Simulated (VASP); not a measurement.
MoI:

```xyz
2
Lattice="0.0000 3.1789 3.1789 3.1789 0.0000 3.1789 3.1789 3.1789 0.0000" Properties=species:S:1:pos:R:3 pbc="T T T"
Mo    0.0000    0.0000    0.0000
I     4.7683    4.7683    4.7683
```

The cell was built by a generator and needn't be a form met in nature.

Base run:

* Program: VASP 6.6.1
* Functional: SCAN
* Potentials or basis: VASP PAW PBE potentials, release 64 (Mo_sv, I)
* Cutoff: 520 eV
* k mesh: 7 × 7 × 7
* Occupations: fermi-dirac, width 0.05 eV
* Spin: no spin polarisation

Its results: pressure -8.6 GPa.

Question: The run is repeated on the same cell with these changes: functional from SCAN to TPSS. What comes out?

Answer: Pressure -7.5 GPa.

Caveats: the PAW data sets were made with another functional, which shifts forces and pressure a little; an odd number of electrons without spin polarisation forces a metal; a magnetic or distorted state may lie lower.
